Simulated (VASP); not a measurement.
VASP input:

INCAR:
```
IBRION  =  2   # conjugate gradients
ISIF  =  3   # ions, shape and volume
LCHARG  =  F
ISMEAR  =  1
EDIFFG  =  -0.01
IVDW  =  12   # D3, Becke-Johnson
LWAVE  =  F
GGA  =  PE   # PBE
NSW  =  60   # most ionic steps
PREC  =  Accurate
LASPH  =  T   # aspherical one-centre terms
ALGO  =  Normal   # blocked Davidson
LREAL  =  F
SIGMA  =  0.1   # width (eV)
NELM  =  100   # most electronic steps
ENCUT  =  520   # plane-wave cut-off (eV)
LMAXMIX  =  6
SYSTEM  =  Ir
EDIFF  =  1E-6
```

### KPOINTS
```
Automatic mesh
0
Gamma
15 15 15
0 0 0
```

POSCAR:
```
Ir
1.0
  0.0000000000   1.9200000000   1.9200000000
  1.9200000000   0.0000000000   1.9200000000
  1.9200000000   1.9200000000   0.0000000000
Ir
1
Cartesian
  0.0000000000   0.0000000000   0.0000000000
```

POTCAR, in this order: Ir (PBE.64 set). Program: vasp_std.

Problem. Write an equivalent input for Quantum ESPRESSO's pw.x.

Solution. One equivalent input (not run):
```
&CONTROL
  calculation = 'vc-relax'
  pseudo_dir = './pseudo'
  outdir = './out'
  tprnfor = .true.
  tstress = .true.
  nstep = 60
  forc_conv_thr = 0.00039
/
&SYSTEM
  ibrav = 0
  nat = 1
  ntyp = 1
  ecutwfc = 68
  occupations = 'smearing'
  smearing = 'methfessel-paxton'
  degauss = 0.00735
  input_dft = 'pbe'
  vdw_corr = 'grimme-d3'
  dftd3_version = 4
  dftd3_threebody = .false.
/
&ELECTRONS
  conv_thr = 7.3e-08
  electron_maxstep = 100
/
&IONS
/
&CELL
/
ATOMIC_SPECIES
  Ir 192.217 Ir.upf
CELL_PARAMETERS angstrom
     0.0000000    1.9200000    1.9200000
     1.9200000    0.0000000    1.9200000
     1.9200000    1.9200000    0.0000000
ATOMIC_POSITIONS crystal
  Ir   0.0000000  0.0000000  0.0000000
K_POINTS automatic
  15 15 15 0 0 0
```
What does not carry over: the potentials are each code's own (VASP's PAW set, PseudoDojo norm-conserving files in pw.x), so ENCUT and ecutwfc are chosen apart and not converted; conv_thr bounds pw.x's estimated SCF error, while EDIFF bounds the energy change between steps; forc_conv_thr acts on force components and is met together with etot_conv_thr.

The compound is Ir in the fcc structure. This run relaxes it. Symmetry was kept, so distortions that lower it aren't found.
